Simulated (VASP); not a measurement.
OSZICAR of a VASP run on BC31Si31:

File OSZICAR:
```
       N       E                     dE             d eps       ncg     rms          rms(c)
DAV:   1    -0.537681689130E+03   -0.53768E+03   -0.97758E+00   632   0.785E+00    0.147E+01
DAV:   2    -0.537769048183E+03   -0.87359E-01   -0.36641E-01   700   0.139E+00    0.107E+01
DAV:   3    -0.537756126874E+03    0.12921E-01   -0.45143E-02   736   0.518E-01    0.630E+00
DAV:   4    -0.537752528967E+03    0.35979E-02   -0.11741E-02   732   0.236E-01    0.363E+00
DAV:   5    -0.537750679180E+03    0.18498E-02   -0.14844E-03   716   0.903E-02    0.210E+00
DAV:   6    -0.537749970438E+03    0.70874E-03   -0.83670E-04   722   0.700E-02    0.119E+00
DAV:   7    -0.537749787138E+03    0.18330E-03   -0.25594E-04   700   0.369E-02    0.680E-01
DAV:   8    -0.537749719243E+03    0.67895E-04   -0.31347E-05   570   0.165E-02    0.395E-01
DAV:   9    -0.537749698424E+03    0.20818E-04   -0.24136E-05   452   0.129E-02    0.224E-01
DAV:  10    -0.537749694586E+03    0.38379E-05   -0.10280E-05   426   0.732E-03
   1 F= -.53774969E+03 E0= -.53774969E+03  d E =-.173706E-12  mag=     3.0000
```

Which electronic solver shows in the log?

It is blocked Davidson (ALGO = Normal, or the opening steps of other solvers). The INCAR had ALGO = Normal.

How was spin treated?

Collinear spin (ISPIN = 2): the summary line carries one mag value, 3.00 μB in the cell.

Can the final energy be trusted as converged?

The calculation finished and met its thresholds. It stopped with EDIFF = 1E-5, NELM = 50 (HSE06 screened hybrid, plane waves, VASP's PBE PAW potentials (set 64)).  The supercell is sampled at Γ alone, which is coarse: total energies, pressure and levels can be off, energies of defects by several tenths of an eV.

The cell is a supercell with a defect, built from SiC (zinc blende): B_C-vac_Si. The cell's shape comes from a PBE relaxation. The total moment is imposed (NUPDOWN), so this need not be the lowest spin state.
